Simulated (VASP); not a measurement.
# YAsSe (Pnma) in VASP: single point with LDA

Aim: the single point of YAsSe with LDA.

All numbers are computed with VASP 6.6.1; they aren't measurements. Logs are shortened: lines on timing, memory, paths and dates and some standing lists are left out, and cuts for length are marked.

## 1. Starting point

Symmetry: Pnma, No. 62, orthorhombic system. Conventional cell: a = 17.536 Å, b = 3.900 Å, c = 3.944 Å, α = 90.00°, β = 90.00°, γ = 90.00°. Y (site symmetry m) is surrounded by 5 Se at 2.89 to 3.03 Å and 4 As at 3.05 to 3.20 Å. Around As (site symmetry m) lie 2 As at 2.56 Å. Se (site symmetry m) is surrounded by 5 Y at 2.89 to 3.03 Å.

The cell comes from a database or a generator and needn't be the stable form of this composition.

## 2. Single point, LDA

The input, INCAR:

```
  ALGO = Fast
  EDIFF = 1E-7
  ENCUT = 520
  GGA = CA
  ISIF = 2
  ISMEAR = 0
  LASPH = True
  LCHARG = True
  LELF = True
  LREAL = False
  LVHAR = True
  LWAVE = False
  NBANDS = 56
  NELM = 100
  PREC = Accurate
  SIGMA = 0.01
```

The input, KPOINTS:

```
k-points
0
Gamma
  1 5 4
```

The input, POSCAR:

```
YAsSe
1.0
   17.5356210000      0.0000000000      0.0000000000
    0.0000000000      3.8997560000      0.0000000000
    0.0000000000      0.0000000000      3.9439660000
Y As Se
4 4 4
Direct
    0.8600750000      0.7500000000      0.2392770000
    0.3600750000      0.7500000000      0.2607230000
    0.1399250000      0.2500000000      0.7607230000
    0.6399250000      0.2500000000      0.7392770000
    0.5017290000      0.2500000000      0.2092020000
    0.0017290000      0.2500000000      0.2907980000
    0.4982710000      0.7500000000      0.7907980000
    0.9982710000      0.7500000000      0.7092020000
    0.6872660000      0.7500000000      0.2420400000
    0.1872660000      0.7500000000      0.2579600000
    0.3127340000      0.2500000000      0.7579600000
    0.8127340000      0.2500000000      0.7420400000
```

Potentials or basis: VASP PAW LDA potentials, release 64 (Y_sv, As, Se).

The run is started by

```sh
cat potpaw_LDA.64/Y_sv/POTCAR potpaw_LDA.64/As/POTCAR potpaw_LDA.64/Se/POTCAR > POTCAR
mpirun -np 1 vasp_std > vasp.out
```

OUTCAR:

```text
EDIFF = 1E-7
   ENCUT = 520
   GGA = CA
   ISIF = 2
   ISMEAR = 0
   LASPH = True
   LREAL = False
   NELM = 100
   PREC = Accurate

 ion  position               nearest neighbor table
   1  0.860  0.750  0.239-  12 2.89  12 2.89  12 2.90  12 2.90   9 3.03   8 3.05   6 3.16   6 3.16
                             8 3.20
   2  0.360  0.750  0.261-  11 2.89  11 2.89  11 2.90  11 2.90  10 3.03   7 3.05   5 3.16   5 3.16
                             7 3.20
   3  0.140  0.250  0.761-  10 2.89  10 2.89  10 2.90  10 2.90  11 3.03   6 3.05   8 3.16   8 3.16
                             6 3.20
   4  0.640  0.250  0.739-   9 2.89   9 2.89   9 2.90   9 2.90  12 3.03   5 3.05   7 3.16   7 3.16
                             5 3.20
   5  0.502  0.250  0.209-   7 2.56   7 2.56   4 3.05   2 3.16   2 3.16   4 3.20
   6  0.002  0.250  0.291-   8 2.56   8 2.56   3 3.05   1 3.16   1 3.16   3 3.20
   7  0.498  0.750  0.791-   5 2.56   5 2.56   2 3.05   4 3.16   4 3.16   2 3.20
   8  0.998  0.750  0.709-   6 2.56   6 2.56   1 3.05   3 3.16   3 3.16   1 3.20
   9  0.687  0.750  0.242-   4 2.89   4 2.89   4 2.90   4 2.90   1 3.03
  10  0.187  0.750  0.258-   3 2.89   3 2.89   3 2.90   3 2.90   2 3.03
  11  0.313  0.250  0.758-   2 2.89   2 2.89   2 2.90   2 2.90   3 3.03
  12  0.813  0.250  0.742-   1 2.89   1 2.89   1 2.90   1 2.90   4 3.03

  LATTYP: Found a simple orthorhombic cell.
 ALAT       =     3.8997560000
 B/A-ratio  =     1.0113366067
 C/A-ratio  =     4.4965944023

  Lattice vectors:

 A1 = (   0.0000000000,   3.8997560000,   0.0000000000)
 A2 = (   0.0000000000,   0.0000000000,   3.9439660000)
 A3 = (  17.5356210000,   0.0000000000,   0.0000000000)

Analysis of symmetry for initial positions (statically):
=====================================================================
 Subroutine PRICEL returns:
 Original cell was already a primitive cell.

 Routine SETGRP: Setting up the symmetry group for a
 simple orthorhombic supercell.

 Subroutine GETGRP returns: Found  8 space group operations
 (whereof  2 operations were pure point group operations)
 out of a pool of  8 trial point group operations.

The static configuration has the point symmetry S_2 .
 The point group associated with its full space group is D_2h.

Analysis of symmetry for dynamics (positions and initial velocities):
=====================================================================
 Subroutine PRICEL returns:
 Original cell was already a primitive cell.

 Routine SETGRP: Setting up the symmetry group for a
 simple orthorhombic supercell.

[... 123 lines left out ...]
   EFERMI =   0.00;   METHOD = LEGACY
   ISMEAR =     0;   SIGMA  =   0.01  broadening in eV -4-tet -1-fermi 0-gaus
   EFERMI_NEDOS =   21; number of points for ismear=-14 and -15
   IALGO  =     68    algorithm
   IMIX   =      4    mixing-type and parameters
     AMIX     =   0.40;   BMIX     =  1.00
     AMIX_MAG =   1.60;   BMIX_MAG =  1.00
  volume/ion in A,a.u.               =      22.48       151.67
  Fermi-wavevector in a.u.,A,eV,Ry     =   1.127038  2.129793 17.282313  1.270214
  Thomas-Fermi vector in A             =   2.263722
   LORBIT       =      0    0 simple, 1 ext, 2 COOP (PROOUT), +10 PAW based schemes
   GGA     = CA    functional components
   LHFCALC =     F    Hartree Fock is set to
   AEXX    =    0.0000 exact exchange contribution
   IVDW    =     0    specifies the selected vdW correction
   LEPSILON=     F    determine dielectric tensor
   LRPA    =     F    only Hartree local field effects (RPA)
 non-spin polarized calculation
 RMM-DIIS sequential band-by-band and
 Gauss-broadening in eV      SIGMA  =   0.01
  energy-cutoff  :      520.00
  volume of cell :      269.71
 maximum number of plane-waves:      7297
 NGX is ok and might be reduce to   140
   NGX = 65   NGY = 15   NGZ = 15

 number of electron      88.0000002 magnetization

 Free energy of the ion-electron system (eV)
  ---------------------------------------------------
  ext. energy  EPLUGINS =         0.00000000
  ---------------------------------------------------
  free energy    TOTEN  =       -84.17728353 eV

  energy without entropy =      -84.17728353  energy(sigma->0) =      -84.17728353

 E-fermi :   4.4822     XC(G=0): -10.4779

 val. band max:        4.3987826772   @ k =   0.0000   0.0000   0.2500
 cond. band min:       4.9020403338   @ k =   0.0000   0.0000   0.0000
 fundamental gap:      0.5032576567
 Fermi energy:         4.4821838874

 k-point     1 :       0.0000    0.0000    0.0000
  band No.  band energies     occupation
      1     -37.6394      2.00000
      2     -37.6393      2.00000
      3     -37.6381      2.00000
      4     -37.6380      2.00000
      5     -17.8547      2.00000
      6     -17.8377      2.00000
[... 520 lines left out ...]
     55       9.0595      0.00000
     56       9.0845      0.00000

------------------------ aborting loop because EDIFF is reached ----------------------------------------

  FORCE on cell =-STRESS in cart. coord.  units (eV):
  Direction    XX          YY          ZZ          XY          YZ          ZX
  --------------------------------------------------------------------------------------
  -------------------------------------------------------------------------------------
  Total       -7.4818651     -7.9732038     -8.0006443      0.0000000      0.0000000      0.0000000
  in kB      -44.4455935    -47.3643627    -47.5273716      0.0000000      0.0000000      0.0000000
  external PRESSURE =     -46.4457759 kB  Pullay stress =       0.0000000 kB

 VOLUME and BASIS-vectors are now :
 -----------------------------------------------------------------------------
  energy-cutoff  :      520.00
  volume of cell :      269.71
      direct lattice vectors                 reciprocal lattice vectors
    17.535621000  0.000000000  0.000000000     0.057026780  0.000000000  0.000000000
     0.000000000  3.899756000  0.000000000     0.000000000  0.256426299  0.000000000
     0.000000000  0.000000000  3.943966000     0.000000000  0.000000000  0.253551882

 POSITION                                       TOTAL-FORCE (eV/Angst)
 -----------------------------------------------------------------------------------
     15.08195      2.92482      0.94370         0.039438      0.000000      0.003726
      6.31414      2.92482      1.02828         0.039438     -0.000000     -0.003726
      2.45367      0.97494      3.00027        -0.039438     -0.000000     -0.003726
     11.22148      0.97494      2.91568        -0.039438      0.000000      0.003726
      8.79813      0.97494      0.82509         0.043221      0.000000     -0.072973
      0.03032      0.97494      1.14690         0.043221      0.000000      0.072973
      8.73749      2.92482      3.11888        -0.043221      0.000000      0.072973
     17.50530      2.92482      2.79707        -0.043221     -0.000000     -0.072973
     12.05164      2.92482      0.95460         0.052707     -0.000000     -0.007755
      3.28383      2.92482      1.01739         0.052707      0.000000      0.007755
      5.48398      0.97494      2.98937        -0.052707      0.000000      0.007755
     14.25180      0.97494      2.92658        -0.052707      0.000000     -0.007755
 -----------------------------------------------------------------------------------
    total drift:                               -0.000000      0.000000      0.000000

  FREE ENERGIE OF THE ION-ELECTRON SYSTEM (eV)
  ---------------------------------------------------
  free  energy   TOTEN  =       -84.1772835280 eV

  energy  without entropy=      -84.1772835280  energy(sigma->0) =      -84.17728353
```

It took 6.5 min on 1 thread of Intel Xeon Platinum 8488C (Sapphire Rapids), shared host; peak memory 0.33 GiB.

Results:

- Free energy: -84.1773 eV
- Pressure: -4.6 GPa
- Largest force: 0.085 eV/Å
- Band gap on the k mesh: 0.50 eV, indirect (least direct gap 0.66 eV)

Forces in eV/Å, atoms in the order of the input:
```
Y    0.039  0.000  0.004
Y    0.039  0.000 -0.004
Y   -0.039  0.000 -0.004
Y   -0.039  0.000  0.004
As   0.043  0.000 -0.073
As   0.043  0.000  0.073
As  -0.043  0.000  0.073
As  -0.043  0.000 -0.073
Se   0.053  0.000 -0.008
Se   0.053  0.000  0.008
Se  -0.053  0.000  0.008
Se  -0.053  0.000 -0.008
```

Caveat: an odd mesh through Γ misses points on the zone boundary, where band edges often lie.
